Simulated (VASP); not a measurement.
Given:

```xyz
4
Lattice="2.4180 -4.1881 0.0000 2.4180 4.1881 0.0000 0.0000 0.0000 7.9159" Properties=species:S:1:pos:R:3 pbc="T T T"
Ag     2.4180    -1.3960     3.9593
Ag     2.4180     1.3960     0.0014
I      2.4180    -1.3960     6.9251
I      2.4180     1.3960     2.9671
```

These are vdW-DF2, VASP's PBE PAW potentials (set 64) (plane waves; VASP 6.6.1) values and carry that method's errors. Numerical set-up: 520 eV cut-off, 6×6×3 Γ-centred mesh, tetrahedra with Blöchl corrections, potentials Ag I.

Unless said otherwise, spin-orbit coupling is left out, though it shifts the bands of the heavy elements here.

What does the run give for the energy per atom (σ→0), band gap (on the k-mesh) with the smallest direct gap where there is one?

The band gap (on the k-mesh) is 1.12 eV and the smallest direct gap (on the k-mesh) is 1.12 eV. The energy per atom (σ→0) is 0.206 eV/atom.

The absolute energy has meaning only against runs of the same code, potentials and settings.

The compound is AgI in the wurtzite structure. It was relaxed first, which changed the volume by +17 %.
